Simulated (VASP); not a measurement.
## CaPd: single point with LDA

CaPd:

```
CELL_PARAMETERS angstrom
3.42108 0.00000 0.00000
0.00000 3.42108 0.00000
0.00000 0.00000 3.42108
ATOMIC_POSITIONS crystal
Ca 0.00000 0.00000 0.00000
Pd 0.50000 0.50000 0.50000
```

The cell comes from a database or a generator and needn't be the stable form of this composition.

* Program: VASP 6.6.1
* Task: single point
* Functional: LDA
* Potentials or basis: VASP PAW LDA potentials, release 64 (Ca_sv, Pd)
* Cutoff: 520 eV
* k mesh: 6 × 6 × 6
* Occupations: fermi-dirac, width 0.1 eV
* Spin: no spin polarisation

```json
{
 "Pressure": "0.3 GPa",
 "Band gap on the k mesh": "none (metal or under the smearing width)"
}
```

Levels at points of the mesh, in eV from the Fermi level:
```
           k point  band 6  band 7  band 8  band 9  band 10  band 11  band 12  band 13  band 14  band 15
(0.00, 0.00, 0.00)   -3.55   -3.55   -2.02   -2.02    -2.02     3.17     3.17     6.12     6.12     6.12
(0.50, 0.00, 0.00)   -3.06   -2.27   -2.27   -1.85    -1.59    -0.15     2.27     3.62     3.62     5.71
(0.50, 0.50, 0.00)   -3.52   -2.62   -2.62   -1.37     0.31     1.72     1.72     3.62     5.60     5.60
(0.50, 0.50, 0.50)   -2.85   -2.85   -1.34   -1.34     0.40     0.40     0.40     5.06     6.81     6.81
```

Wall time 13 s on 1 thread of Intel(R) Xeon(R) Platinum 8488C (Sapphire Rapids), with other jobs on the host, peak memory 0.15 GiB.
